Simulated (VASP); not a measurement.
# What goes wrong when FeNi3 (Awaruite) is relaxed with a bad input

Aim: see how common mistakes in a VASP relaxation show up, on FeNi3 (Awaruite). The starting structure is a measured crystal structure from the Crystallography Open Database. The first relaxation on each setting starts from this cell expanded by 3 % in volume.

Program: VASP 6.6.1. Level of theory: Kohn-Sham DFT with plane waves and PAW; PBEsol. Results are calculated unless marked as measured.

## (1) Starting point

The structure is cubic, space group Pm-3m (No. 221). Conventional cell: a = 3.545 Å, b = 3.545 Å, c = 3.545 Å, α = 90.00°, β = 90.00°, γ = 90.00°. Nearest to Ni lie 8 Ni at 2.51 Å and 4 Fe at 2.51 Å. Fe has 12 Ni at 2.51 Å nearest. Farther neighbours are not listed.

Coordinates:

```
Ni Fe
1.0
     3.54500    0.00000    0.00000
     0.00000    3.54500    0.00000
     0.00000    0.00000    3.54500
Ni Fe
3 1
Direct
  0.50000 0.50000 0.00000
  0.50000 0.00000 0.50000
  0.00000 0.50000 0.50000
  0.00000 0.00000 0.00000
```

## (2) Reference relaxation

This run starts from the cell of an earlier relaxation, which isn't shown; the restart sets up the plane waves anew.

The input, INCAR:

```
SYSTEM = FeNi3
PREC = Accurate
ENCUT = 450
EDIFF = 1E-06
NELM = 100
ISMEAR = 1
SIGMA = 0.15
LREAL = .FALSE.
ALGO = Normal
GGA = PS
NBANDS = 31
ISPIN = 2
MAGMOM = 1 1 1 3
LASPH = .TRUE.
LMAXMIX = 4
LORBIT = 11
LWAVE = .FALSE.
LCHARG = .FALSE.
KPAR = 8
IBRION = 2
NSW = 50
ISIF = 3
EDIFFG = -0.006
```

The input, POSCAR:

```
FeNi3
1.0
    3.4870181368      0.0000000000      0.0000000000
    0.0000000000      3.4870181368      0.0000000000
    0.0000000000      0.0000000000      3.4870181368
Ni Fe
3 1
Direct
    0.5000000000      0.5000000000      0.0000000000
    0.5000000000      0.0000000000      0.5000000000
    0.0000000000      0.5000000000      0.5000000000
    0.0000000000      0.0000000000      0.0000000000
```

The input, KPOINTS:

```
Automatic mesh
0
Gamma
10 10 10
0 0 0
```

The projector-augmented-wave data sets are Ni and Fe (PBE family, release 64).

On the command line:

```
$ mpirun -np 8 vasp_std
```

What it wrote:

```text
[banner, memory and clock lines left out]
running    8 mpi-ranks, on    1 nodes
 distrk:  each k-point on    1 cores,    8 groups
 distr:  one band on    1 cores,    1 groups

 POSCAR found type information on POSCAR NiFe
 POSCAR found :  2 types and       4 ions
|                                                                             |
|           W    W    AA    RRRRR   N    N  II  N    N   GGGG   !!!           |
|           W    W   A  A   R    R  NN   N  II  NN   N  G    G  !!!           |
|           W    W  A    A  R    R  N N  N  II  N N  N  G       !!!           |
|           W WW W  AAAAAA  RRRRR   N  N N  II  N  N N  G  GGG   !            |
|           WW  WW  A    A  R   R   N   NN  II  N   NN  G    G                |
|           W    W  A    A  R    R  N    N  II  N    N   GGGG   !!!           |
|                                                                             |
|     For optimal performance we recommend to set                             |
|       NCORE = 2 up to number-of-cores-per-socket                            |
|     NCORE specifies how many cores store one orbital (NPAR=cpu/NCORE).      |
|     This setting can greatly improve the performance of VASP for DFT.       |
|     The default, NCORE=1 might be grossly inefficient on modern             |
|     multi-core architectures or massively parallel machines. Do your        |
|     Unfortunately you need to use the default for GW and RPA                |
|     calculations (for HF NCORE is supported but not extensively tested      |
|     yet).                                                                   |
|                                                                             |

|                                                                             |
|               ----> ADVICE to this user running VASP <----                  |
|                                                                             |
|     You enforced a specific xc type in the INCAR file but a different       |
|     [... a line on the potential file left out ...]
|     I HOPE YOU KNOW WHAT YOU ARE DOING!                                     |
|                                                                             |

 LDA part: xc-table for (Slater+PW92), standard interpolation
 POSCAR, INCAR and KPOINTS ok, starting setup
 FFT: planning ... GRIDC
 FFT: planning ... GRID_SOFT
 FFT: planning ... GRID
 WAVECAR not read
 entering main loop
       N       E                     dE             d eps       ncg     rms          rms(c)
DAV:   1     0.224997483688E+03    0.22500E+03   -0.15402E+04  7448   0.159E+03
DAV:   2    -0.178467578316E+02   -0.24284E+03   -0.22779E+03  6944   0.301E+02
DAV:   3    -0.322849242714E+02   -0.14438E+02   -0.13803E+02  7714   0.979E+01
DAV:   4    -0.324786588373E+02   -0.19373E+00   -0.19358E+00  8099   0.121E+01
DAV:   5    -0.324848804224E+02   -0.62216E-02   -0.62213E-02 10085   0.172E+00    0.229E+01
DAV:   6    -0.285627967733E+02    0.39221E+01   -0.25927E+01  7644   0.806E+01    0.127E+01
DAV:   7    -0.277200345073E+02    0.84276E+00   -0.36317E+00  7897   0.288E+01    0.608E+00
DAV:   8    -0.277663510085E+02   -0.46317E-01   -0.28305E-01  9593   0.114E+01    0.466E+00
DAV:   9    -0.276858713536E+02    0.80480E-01   -0.29682E-01  8653   0.138E+01    0.332E+00
DAV:  10    -0.276491203286E+02    0.36751E-01   -0.34148E-02 10057   0.350E+00    0.601E-01
DAV:  11    -0.276473380518E+02    0.17823E-02   -0.29165E-03 10012   0.595E-01    0.196E-01
DAV:  12    -0.276471931781E+02    0.14487E-03   -0.45034E-04 10137   0.378E-01    0.545E-02
DAV:  13    -0.276472076263E+02   -0.14448E-04   -0.83205E-05  7989   0.835E-02    0.284E-02
DAV:  14    -0.276472036103E+02    0.40160E-05   -0.62065E-06  8076   0.399E-02    0.201E-02
DAV:  15    -0.276472021809E+02    0.14294E-05   -0.55345E-06  6321   0.461E-02    0.644E-03
DAV:  16    -0.276472021446E+02    0.36358E-07   -0.99013E-07  4456   0.144E-02
   1 F= -.27647202E+02 E0= -.27647582E+02  d E =-.276472E+02  mag=     4.6863
 curvature:   0.00 expect dE= 0.000E+00 dE for cont linesearch  0.000E+00
 trial: gam= 0.00000 g(F)=  0.000E+00 g(S)=  0.619E-04 ort = 0.000E+00 (trialstep = 0.100E+01)
 search vector abs. value=  0.619E-04
 bond charge predicted
       N       E                     dE             d eps       ncg     rms          rms(c)
DAV:   1    -0.276486920447E+02   -0.14899E-02   -0.12575E-02  7448   0.156E+00    0.398E-01
DAV:   2    -0.276544812648E+02   -0.57892E-02   -0.23523E-02  8299   0.341E+00    0.128E+00
DAV:   3    -0.276474237726E+02    0.70575E-02   -0.16224E-02  8269   0.318E+00    0.250E-01
DAV:   4    -0.276472100118E+02    0.21376E-03   -0.51251E-04  8580   0.417E-01    0.651E-02
DAV:   5    -0.276471959082E+02    0.14104E-04   -0.72230E-05  8950   0.789E-02    0.283E-02
DAV:   6    -0.276471845732E+02    0.11335E-04   -0.55896E-06  8997   0.228E-02    0.620E-03
DAV:   7    -0.276471844221E+02    0.15109E-06   -0.96365E-07  4582   0.924E-03
   2 F= -.27647184E+02 E0= -.27647573E+02  d E =0.177225E-04  mag=     4.6848
 trial-energy change:    0.000018  1 .order    0.000010   -0.000062    0.000082
 step:   0.3566(harm=  0.4304)  dis= 0.00000  next Energy=   -27.647213 (dE=-0.107E-04)
 bond charge predicted
       N       E                     dE             d eps       ncg     rms          rms(c)
DAV:   1    -0.276478449560E+02   -0.66038E-03   -0.51969E-03  7385   0.101E+00    0.258E-01
DAV:   2    -0.276503503800E+02   -0.25054E-02   -0.10480E-02  8273   0.222E+00    0.859E-01
DAV:   3    -0.276473132972E+02    0.30371E-02   -0.76270E-03  8246   0.207E+00    0.162E-01
DAV:   4    -0.276472226813E+02    0.90616E-04   -0.21390E-04  8710   0.265E-01    0.443E-02
DAV:   5    -0.276472157887E+02    0.68926E-05   -0.30278E-05  9193   0.529E-02    0.195E-02
DAV:   6    -0.276472104012E+02    0.53876E-05   -0.22991E-06  6139   0.166E-02    0.408E-03
DAV:   7    -0.276472105730E+02   -0.17188E-06   -0.77260E-07  3988   0.719E-03
   3 F= -.27647211E+02 E0= -.27647594E+02  d E =-.842846E-05  mag=     4.6857
 curvature:  -0.21 expect dE=-0.576E-06 dE for cont linesearch -0.576E-06
 trial: gam= 0.00000 g(F)=  0.141E-64 g(S)=  0.272E-05 ort =-0.130E-04 (trialstep = 0.871E+00)
 search vector abs. value=  0.272E-05
 reached required accuracy - stopping structural energy minimisation
```

Elapsed: 16 s, on 8 MPI ranks of Intel Xeon 6975P-C (Granite Rapids), shared host; peak memory 1.7 GiB; 1.8 min of CPU time.

Lines that name or quote the potential files are left out of all logs, and their timing lines are given in words.

Parts of OUTCAR (step 2):

```text
ion  position               nearest neighbor table
   1  0.500  0.500  0.000-   2 2.47   3 2.47   4 2.47   2 2.47   3 2.47   2 2.47   4 2.47   2 2.47
                             3 2.47   4 2.47   3 2.47   4 2.47
   2  0.500  0.000  0.500-   1 2.47   3 2.47   4 2.47   1 2.47   4 2.47   1 2.47   3 2.47   1 2.47
                             3 2.47   4 2.47   4 2.47   3 2.47
   3  0.000  0.500  0.500-   1 2.47   2 2.47   4 2.47   1 2.47   4 2.47   2 2.47   4 2.47   4 2.47
                             1 2.47   2 2.47   1 2.47   2 2.47
   4  0.000  0.000  0.000-   1 2.47   2 2.47   3 2.47   2 2.47   3 2.47   1 2.47   3 2.47   3 2.47
                             1 2.47   2 2.47   2 2.47   1 2.47

  LATTYP: Found a simple cubic cell.
 ALAT       =     3.4870181368

 Subroutine GETGRP returns: Found 48 space group operations
 (whereof 48 operations were pure point group operations)

The static configuration has the point symmetry O_h .

 Found     56 irreducible k-points:

   k-points           NKPTS =     56   k-points in BZ     NKDIM =     56   number of bands    NBANDS=     31

   dimension x,y,z NGX =    24 NGY =   24 NGZ =   24
   dimension x,y,z NGXF=    48 NGYF=   48 NGZF=   48

   ENCUT  =  450.0 eV  33.07 Ry    5.75 a.u.   6.03  6.03  6.03*2*pi/ulx,y,z

   NELECT =      38.0000    total number of electrons

 k-points in reciprocal lattice and weights: Automatic mesh
   0.00000000  0.00000000  0.00000000       0.001
   0.10000000  0.00000000  0.00000000       0.006
   0.20000000  0.00000000  0.00000000       0.006
   0.30000000  0.00000000  0.00000000       0.006
   0.40000000  0.00000000  0.00000000       0.006
   0.50000000  0.00000000  0.00000000       0.003
   0.10000000  0.10000000  0.00000000       0.012
   0.20000000  0.10000000  0.00000000       0.024
   0.30000000  0.10000000  0.00000000       0.024
[...]
0.50000000  0.50000000  0.40000000       0.006
   0.50000000  0.50000000  0.50000000       0.001

 average (electrostatic) potential at core
       1 -82.2055       2 -82.2055       3 -82.2055       4 -40.6062

 E-fermi :   9.0455

 spin component 1
 k-point     1 :       0.0000    0.0000    0.0000
  band No.  band energies     occupation
    ...
     17       8.4157      1.00000
     18       8.4157      1.00000
     19       8.4650      1.00000
     20       8.4650      1.00000
     21       8.4650      1.00000
     22      11.2839     -0.00000
     23      11.2839     -0.00000
     24      11.2839     -0.00000
     25      18.3313      0.00000
     26      18.3313      0.00000
    ...

 k-point     2 :       0.1000    0.0000    0.0000
  band No.  band energies     occupation
    ...
     17       8.2352      1.00000
     18       8.3721      1.00000
     19       8.3721      1.00000
     20       8.4158      1.00000
     21       8.4651      1.00000
     22      10.6266     -0.00000
     23      11.7171     -0.00000
     24      11.7171     -0.00000
     25      18.3596      0.00000
     26      18.5844      0.00000
    ...

 k-point     3 :       0.2000    0.0000    0.0000
  band No.  band energies     occupation
    ...
     17       8.1695      1.00000
     18       8.1695      1.00000
     19       8.1819      1.00000
     20       8.4161      1.00000
     21       8.4654      1.00000
     22       9.2676     -0.02850
     23      12.7029      0.00000
     24      12.7029      0.00000
     25      18.4495      0.00000
     26      18.6888      0.00000
    ...

 k-point     4 :       0.3000    0.0000    0.0000
  band No.  band energies     occupation
    ...
     18       7.8785      1.00000
     19       7.9808      1.00000
     20       8.1057      1.00000
     21       8.4163      1.00000
     22       8.4657      1.00000
     23      13.9381      0.00000
     24      13.9381      0.00000
     25      18.6130      0.00000
     26      18.8146      0.00000
     27      20.0218      0.00000
    ...

 k-point     5 :       0.4000    0.0000    0.0000
  band No.  band energies     occupation
    ...
     18       7.5481      1.00000
     19       7.6664      1.00000
     20       8.0256      1.00000
     21       8.4166      1.00000
     22       8.4661      1.00000
     23      15.3206      0.00000
     24      15.3206      0.00000
     25      18.3871      0.00000
     26      18.3871      0.00000
     27      18.8473      0.00000
    ...

 k-point     6 :       0.5000    0.0000    0.0000
  band No.  band energies     occupation
    ...
     18       7.4609      1.00000
     19       7.6750      1.00000
     20       7.9855      1.00000
     21       8.4167      1.00000
     22       8.4662      1.00000
     23      16.8012      0.00000
     24      16.8012      0.00000
     25      16.8215      0.00000
     26      16.8215      0.00000
     27      19.0116      0.00000
    ...

  Total        0.0086734      0.0086734      0.0086734      0.0000000      0.0000000     -0.0000000
  in kB        0.3279205      0.3279205      0.3279205      0.0000000      0.0000000     -0.0000000
  external PRESSURE =       0.3279205 kB  Pullay stress =       0.0000000 kB

  energy-cutoff  :      450.00
  volume of cell :       42.38
      direct lattice vectors                 reciprocal lattice vectors
     3.486397863 -0.000000000  0.000000000     0.286828996 -0.000000000  0.000000000
     0.000000000  3.486397863  0.000000000     0.000000000  0.286828996  0.000000000
    -0.000000000 -0.000000000  3.486397863    -0.000000000 -0.000000000  0.286828996

 POSITION                                       TOTAL-FORCE (eV/Angst)
 -----------------------------------------------------------------------------------
      1.74320      1.74320      0.00000         0.000000      0.000000      0.000000
      1.74320     -0.00000      1.74320         0.000000     -0.000000      0.000000
      0.00000      1.74320      1.74320        -0.000000     -0.000000      0.000000
      0.00000      0.00000      0.00000         0.000000      0.000000      0.000000
 -----------------------------------------------------------------------------------
    total drift:                                0.000000     -0.000000     -0.000000

  FREE ENERGIE OF THE ION-ELECTRON SYSTEM (eV)
  ---------------------------------------------------
  free  energy   TOTEN  =       -27.6472105730 eV

  energy  without entropy=      -27.6483616227  energy(sigma->0) =      -27.64759426

 reached required accuracy - stopping structural energy minimisation

 total charge
# of ion       s       p       d       tot
------------------------------------------
    1        0.528   0.561   8.344   9.432
    2        0.528   0.561   8.344   9.432
    3        0.528   0.561   8.344   9.432
    4        0.496   0.548   6.151   7.195
--------------------------------------------------
tot          2.080   2.231  31.182  35.492

 magnetization (x)
# of ion       s       p       d       tot
------------------------------------------
    1       -0.015  -0.041   0.670   0.614
    2       -0.015  -0.041   0.670   0.614
    3       -0.015  -0.041   0.670   0.614
    4        0.009   0.003   2.822   2.835
--------------------------------------------------
tot         -0.036  -0.119   4.831   4.676

[... 6 further parts left out ...]
```

The PAW data sets were made with PBE, which is usual practice but a small mismatch for other functionals. The run keeps the 48 symmetry operations of its start, so it cannot find a distortion of lower symmetry.

The reference relaxation ends at 10.594 Å³ an atom.

## (3) Relaxation with one electron too many

A slip made on purpose: one electron too many. Against step 2 the input has NELECT = 39 (also changed: NELM).

Changes to INCAR since step 2:

```diff
@@ -4,3 +4,3 @@
 EDIFF = 1E-06
-NELM = 100
+NELM = 60
 ISMEAR = 1
@@ -23 +23,2 @@
 EDIFFG = -0.006
+NELECT = 39
```

The input, POSCAR:

```
FeNi3
1.0
    3.5801012927      0.0000000000      0.0000000000
    0.0000000000      3.5801012927      0.0000000000
    0.0000000000      0.0000000000      3.5801012927
Ni Fe
3 1
Direct
    0.5000000000      0.5000000000      0.0000000000
    0.5000000000      0.0000000000      0.5000000000
    0.0000000000      0.5000000000      0.5000000000
    0.0000000000      0.0000000000      0.0000000000
```

KPOINTS is that of step 2.

On the command line:

```
$ mpirun -np 8 vasp_std
```

What it wrote:

```text
[banner, memory and clock lines left out]
running    8 mpi-ranks, on    1 nodes
[...]
[... a notice as in an earlier step ...]

 [... a notice as in an earlier step ...]

 LDA part: xc-table for (Slater+PW92), standard interpolation
 POSCAR, INCAR and KPOINTS ok, starting setup
[...]
entering main loop
       N       E                     dE             d eps       ncg     rms          rms(c)
DAV:   1     0.243991704091E+03    0.24399E+03   -0.15798E+04  7368   0.158E+03
DAV:   2    -0.718082145950E+01   -0.25117E+03   -0.23700E+03  6958   0.307E+02
DAV:   3    -0.217921119092E+02   -0.14611E+02   -0.14042E+02  7686   0.996E+01
DAV:   4    -0.219847966951E+02   -0.19268E+00   -0.19253E+00  8138   0.122E+01
DAV:   5    -0.219908415748E+02   -0.60449E-02   -0.60446E-02 10110   0.168E+00BRMIX: very serious problems
 the old and the new charge density differ
 old charge density:    38.00000 new   39.00000
BRMIX: very serious problems
 the old and the new charge density differ
BRMIX: very serious problems
[...]
DAV:  17    -0.196545162983E+02    0.50176E-06   -0.48861E-06  6837   0.262E-02
   2 F= -.19654516E+02 E0= -.19655801E+02  d E =-.452456E+00  mag=     4.5688
 trial-energy change:   -0.452456  1 .order   -0.742085   -2.676894    1.192724
 step:   0.5826(harm=  0.6918)  dis= 0.00000  next Energy=   -19.924528 (dE=-0.722E+00)
[...]
N       E                     dE             d eps       ncg     rms          rms(c)
DAV:   1    -0.321890206605E+02   -0.12535E+02   -0.10599E+02  7231   0.120E+02    0.368E+01
DAV:   2    -0.803402762962E+02   -0.48151E+02   -0.21382E+02  9177   0.328E+02    0.729E+01
DAV:   3    -0.218110398310E+02    0.58529E+02   -0.11909E+02  7429   0.933E+01    0.154E+01
DAV:   4    -0.203477568720E+02    0.14633E+01   -0.14035E+01  8078   0.489E+01    0.150E+01
[...]
DAV:  13    -0.198996110839E+02    0.44700E-06   -0.24240E-05  8414   0.695E-02    0.304E-02
DAV:  14    -0.198996087008E+02    0.23831E-05   -0.59441E-06  6868   0.586E-02    0.950E-03
DAV:  15    -0.198996087457E+02   -0.44867E-07   -0.65578E-07  3872   0.772E-03
   3 F= -.19899609E+02 E0= -.19900016E+02  d E =-.697548E+00  mag=     4.3965
[...]
reached required accuracy - stopping structural energy minimisation
```

Run time: 40 s. Hardware: 8 MPI ranks; peak memory 2.2 GiB.

Parts of OUTCAR (step 3):

```text
  Total        0.0030882      0.0030882      0.0030882     -0.0000000     -0.0000000      0.0000000
  in kB        0.0904221      0.0904221      0.0904221     -0.0000000     -0.0000000      0.0000000
  external PRESSURE =       0.0904221 kB  Pullay stress =       0.0000000 kB

 POSITION                                       TOTAL-FORCE (eV/Angst)
 -----------------------------------------------------------------------------------
      1.89823      1.89823     -0.00000        -0.000000     -0.000000      0.000000
      1.89823      0.00000      1.89823        -0.000000      0.000000      0.000000
      0.00000      1.89823      1.89823         0.000000      0.000000      0.000000
      0.00000      0.00000      0.00000        -0.000000     -0.000000      0.000000
 -----------------------------------------------------------------------------------
    total drift:                                0.000000      0.000000      0.000000

  FREE ENERGIE OF THE ION-ELECTRON SYSTEM (eV)
  ---------------------------------------------------
  free  energy   TOTEN  =       -19.8996087457 eV

  energy  without entropy=      -19.9008306929  energy(sigma->0) =      -19.90001606

 magnetization (x)
# of ion       s       p       d       tot
------------------------------------------
    1       -0.010  -0.029   0.554   0.515
    2       -0.010  -0.029   0.554   0.515
    3       -0.010  -0.029   0.554   0.515
    4        0.018   0.007   2.894   2.920
--------------------------------------------------
tot         -0.013  -0.081   4.558   4.464

[... 2 parts as in an earlier step ...]

[... 2 further parts left out ...]
[key lines of the parts left out:]
E-fermi :   6.4511
```

With one electron too many the cell ends at 13.680 Å³ an atom, +29.12 % from the reference.

[end of part 1 of 2]

[Lines on the potential files, build, host, timing and source positions are cut from VASP's logs without a mark.]

[Logs are printed without paths, hosts, clocks, repeated set-up lines and the standing remarks that a program may print on its own settings, such as how far it seeks lower states.]

[Hosts, paths, dates, database ids (printed as entryN), source tags and the programs' standing remarks are cut or masked in the printed files.]
